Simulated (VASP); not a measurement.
Given:

```
CELL_PARAMETERS angstrom
      4.83317     0.00000     0.00000
      0.00000     3.19941     0.00000
      0.00000     0.00000     4.93451
ATOMIC_POSITIONS crystal
  Sc 0.75000 0.50000 0.31250
  Sc 0.25000 0.50000 0.68750
  Ta 0.75000 0.00000 0.81250
  Ta 0.25000 0.00000 0.18750
```

All values below come from PBE GGA, VASP's PBE PAW potentials (set 64) (plane waves; VASP 6.6.1). Run with 300 eV cut-off, 4×5×4 Γ-centred mesh, Gaussian smearing of 0.10 eV, potentials Sc_sv Ta_pv.

At this cut-off the stress carries a Pulay error, which pulls relaxed volumes low. Energy and stress use the plane-wave basis of the starting cell.

Task: The ions, cell shape and volume are relaxed. Which structure does the run end with?

Result: 
```
CELL_PARAMETERS angstrom
      4.90863     0.00000     0.00000
      0.00000     2.97876     0.00000
      0.00000     0.00000     5.60673
ATOMIC_POSITIONS crystal
  Sc 0.75000 0.50000 0.34855
  Sc 0.25000 0.50000 0.65145
  Ta 0.75000 0.00000 0.87176
  Ta 0.25000 0.00000 0.12824
```
Space group Pmma (51), at a tolerance of 0.03 Å.

Task: How do energy and volume change from the first to the last step?

Result: The energy (σ→0) changes by -153.9 meV/atom and the volume by +7.4 %, in 24 ionic steps.

| step | E(σ→0) (eV) | max force (eV/Å) | pressure (GPa) | volume (Å³) |
|---|---|---|---|---|
| 1 | -34.8363 | 1.244 | 7.03 | 76.30 |
| 2 | -35.0633 | 0.806 | -5.78 | 85.84 |
| 3 | -35.0963 | 0.881 | -2.94 | 83.21 |
| 4 | -35.2182 | 0.482 | -0.18 | 81.50 |
| 5 | -35.2312 | 0.651 | 1.20 | 80.78 |
| 6 | -35.2917 | 0.597 | -0.13 | 81.90 |
| 7 | -35.3578 | 0.404 | -2.48 | 84.14 |
| 8 | -35.3646 | 0.312 | -3.47 | 85.06 |
| 9 | -35.3912 | 0.299 | -2.79 | 84.51 |
| 10 | -35.4424 | 0.146 | -0.59 | 82.82 |
| 11 | -35.4428 | 0.152 | -0.20 | 82.53 |
| 12 | -35.4430 | 0.138 | -0.32 | 82.63 |
| 13 | -35.4454 | 0.124 | -0.24 | 82.53 |
| 14 | -35.4485 | 0.121 | 0.07 | 82.23 |
| 15 | -35.4499 | 0.097 | -0.05 | 82.25 |
| 16 | -35.4515 | 0.042 | -0.31 | 82.30 |
| 17 | -35.4518 | 0.030 | 0.11 | 81.94 |
| 18 | -35.4518 | 0.030 | 0.10 | 81.94 |
| 19 | -35.4519 | 0.016 | 0.04 | 81.97 |
| 20 | -35.4519 | 0.013 | -0.01 | 81.99 |
| 21 | -35.4519 | 0.013 | -0.01 | 82.00 |
| 22 | -35.4519 | 0.012 | -0.03 | 82.00 |
| 23 | -35.4519 | 0.013 | -0.02 | 82.00 |
| 24 | -35.4519 | 0.010 | 0.00 | 81.98 |

The structure was generated: ScTa was put into an ordered model structure, which need not be its known phase. This run relaxes it. Symmetry was kept, so distortions that lower it aren't found. The k-mesh is coarse (spacing up to 0.42 per Å, 2π included), so the numbers may not be converged in it. The run is one of a series of settings (EDIFFG = -0.01, IBRION = 2, ISIF = 3, NSW = 50 against the base run), some of them coarse on purpose.
